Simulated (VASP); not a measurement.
Output of a VASP run:

### OSZICAR
```
       N       E                     dE             d eps       ncg     rms          rms(c)
DAV:   1     0.350622728351E+02    0.35062E+02   -0.62900E+03  8008   0.402E+02
DAV:   2    -0.374328120145E+02   -0.72495E+02   -0.68373E+02  9988   0.121E+02
DAV:   3    -0.393475194333E+02   -0.19147E+01   -0.18895E+01  9628   0.156E+01
DAV:   4    -0.393554140295E+02   -0.78946E-02   -0.78936E-02  9264   0.116E+00
DAV:   5    -0.393554462426E+02   -0.32213E-04   -0.32213E-04  9256   0.722E-02    0.890E+00
DAV:   6    -0.375070008457E+02    0.18484E+01   -0.33585E-01  8664   0.307E+00    0.516E+00
DAV:   7    -0.368922670317E+02    0.61473E+00   -0.65492E-01  8704   0.373E+00    0.151E+00
DAV:   8    -0.369049517947E+02   -0.12685E-01   -0.50795E-02  8592   0.850E-01    0.695E-01
DAV:   9    -0.369005469517E+02    0.44048E-02   -0.17401E-03  8764   0.233E-01    0.112E-01
DAV:  10    -0.369007104906E+02   -0.16354E-03   -0.48741E-04  9264   0.895E-02    0.787E-02
DAV:  11    -0.369007075718E+02    0.29189E-05   -0.27874E-05  9056   0.214E-02    0.957E-03
DAV:  12    -0.369007087550E+02   -0.11832E-05   -0.15729E-06  9204   0.494E-03    0.301E-03
DAV:  13    -0.369007087836E+02   -0.28627E-07   -0.79766E-08  8920   0.110E-03
   1 F= -.36900709E+02 E0= -.36900675E+02  d E =-.683994E-04
 imaginary and real dielectric function
```

**OUTCAR**
```
------------------------ aborting loop because EDIFF is reached ----------------------------------------
  FORCE on cell =-STRESS in cart. coord.  units (eV):
  Direction    XX          YY          ZZ          XY          YZ          ZX
  --------------------------------------------------------------------------------------
  Total        0.0561274      0.0561274      0.0650754      0.0000000     -0.0000000      0.0000000
  in kB        2.1516914      2.1516904      2.4947207      0.0000000     -0.0000000      0.0000000
  external PRESSURE =       2.2660342 kB  Pullay stress =       0.0000000 kB
  volume of cell :       41.79
      direct lattice vectors                 reciprocal lattice vectors
     1.233670486 -2.136779464  0.000000000     0.405294611 -0.233997007  0.000000000
     1.233670486  2.136779464  0.000000000     0.405294611  0.233997007  0.000000000
     0.000000000  0.000000000  7.927140181     0.000000000  0.000000000  0.126148898
 POSITION                                       TOTAL-FORCE (eV/Angst)
 -----------------------------------------------------------------------------------
      0.00000      0.00000      1.98179         0.000000      0.000000      0.000000
      0.00000      0.00000      5.94536         0.000000     -0.000000      0.000000
      1.23367      0.71226      1.98179        -0.000000     -0.000000     -0.000000
      1.23367     -0.71226      5.94536        -0.000000      0.000000      0.000000
 -----------------------------------------------------------------------------------
    total drift:                               -0.000000     -0.000000      0.000000
  FREE ENERGIE OF THE ION-ELECTRON SYSTEM (eV)
  ---------------------------------------------------
  free  energy   TOTEN  =       -36.9007087836 eV

  energy  without entropy=      -36.9006403841  energy(sigma->0) =      -36.90067458

 plasma frequency squared (from intraband transitions) (eV^2)
  --------------------------------------------------------------------------------------
       0.312       0.000       0.000
       0.000       0.312       0.000
      -0.000       0.000       0.001

 plasma frequency squared (from interband transitions, int dw w eps(2)(w)) (eV^2)
  --------------------------------------------------------------------------------------
     481.689       0.000       0.000      -0.000      -0.000       0.000
      -0.000       0.000     481.689       0.000       0.000       0.000
      -0.000      -0.000       0.000      -0.000     429.317       0.000
```
(Selected blocks of OUTCAR.)

### POSCAR
```
C
1
    1.2336704858    -2.1367794640     0.0000000000
    1.2336704858     2.1367794640     0.0000000000
    0.0000000000    -0.0000000000     7.9271401807
C
4
Direct
  1.0000000000   0.0000000000   0.2500000000
  0.0000000000   1.0000000000   0.7500000000
  0.3333330000   0.6666670000   0.2500000000
  0.6666670000   0.3333330000   0.7500000000
```

Question: Reconstruct the remaining input files.

Answer: Several could match; the one computed here: the input of the run itself, PBE GGA, plane waves, VASP's PBE PAW potentials (set 64).

**INCAR**
```
NEDOS = 1001   ! DOS grid
ENCUT = 520   ! plane-wave cut-off (eV)
PREC = Accurate
ISMEAR = 0   ! Gaussian
NBANDS = 36
ALGO = Normal
EDIFF = 1E-7   ! SCF stop (eV)
SYSTEM = C
LASPH = T
LOPTICS = T
GGA = PE   ! PBE
CSHIFT = 0.1
LCHARG = F
LREAL = F   ! projection in real space or not
NELM = 100   ! most electronic steps
SIGMA = 0.01   ! width (eV)
LWAVE = F
```

File KPOINTS:
```
Automatic mesh
0
Gamma
18 18 5
0 0 0
```

POTCAR, in this order: C (PBE.64 set). Program: vasp_std.

The dielectric response may not be converged in the k-mesh; for small gaps it tends to come out too large. Without a dispersion term in the relaxation, distances and binding between the weakly bound layers, chains or molecules are unreliable, and so is what depends on them.

The compound is C in the graphite structure. It was relaxed first, which changed the volume by +19 %.
